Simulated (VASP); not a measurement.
An input for Ansatz (written as the equivalent of a VASP run, and not itself run):

Ansatz 0.2 input:
```yaml
crystal:
  lattice:
    - [3.5903000, 0.0000000, 0.0000000]
    - [-1.7951500, 3.1092910, 0.0000000]
    - [0.0000000, 0.0000000, 5.6475000]
  atoms:
    - { symbol: Dy, position: [0.3333330, 0.6666670, 0.2500000], spin: 5 }
    - { symbol: Dy, position: [0.6666670, 0.3333330, 0.7500000], spin: 5 }
kpoints:
  mp_grid: { grid: [9, 9, 5] }
hamiltonian:
  xc: pbesol
  pseudopotentials: { kind: paw }
magnetization: { spin_polarized: true }
scf:
  occupations: { method: fermi_dirac, width: 0.1 }
  max_iter: 100
output: { forces: true, stress: true, eigenvalues: true }
```

Write the VASP files for the same calculation (PBEsol).

This is not unique; one that fits is 
### INCAR
```
ISPIN = 2
ISIF = 2
LREAL = .FALSE.   ! projection in real space or not
LCHARG = .FALSE.
NELM = 100   ! most electronic steps
ENCUT = 300   ! plane-wave cut-off (eV)
LORBIT = 11   ! lm-projected
PREC = Accurate
MAGMOM = 2*5.0
LASPH = .TRUE.   ! aspherical one-centre terms
ISMEAR = -1   ! Fermi-Dirac
SIGMA = 0.1   ! width (eV)
LWAVE = .FALSE.
SYSTEM = Dy
LMAXMIX = 6
EDIFF = 1E-6   ! SCF stop (eV)
GGA = PS   ! PBEsol
ALGO = Normal   ! blocked Davidson
```

KPOINTS:
```
Automatic mesh
0
Gamma
9 9 5
```

POSCAR:
```
Dy
11.2950
  0.3178663125   0.0000000000   0.0000000000
 -0.1589331563   0.2752803010   0.0000000000
  0.0000000000   0.0000000000   0.5000000000
Dy
2
direct
  0.3333330000   0.6666670000   0.2500000000
  0.6666670000   0.3333330000   0.7500000000
```

POTCAR, in this order: Dy (PBE.64 set). Program: vasp_std.

Limits of the translation: each code has its own PAW files, so the cut-off isn't converted (ENCUT is set for VASP's; basis.ecutwfc is left out, and Ansatz then takes the one that its files recommend); Ansatz stops its SCF on the density residual and VASP on the energy change (EDIFF).

The structure comes from a measured Dy entry of the Crystallography Open Database, whose conditions weren't checked. The cell was not relaxed at this level. The run is one of a series of settings (GGA = PS against the base run), some of them coarse on purpose.
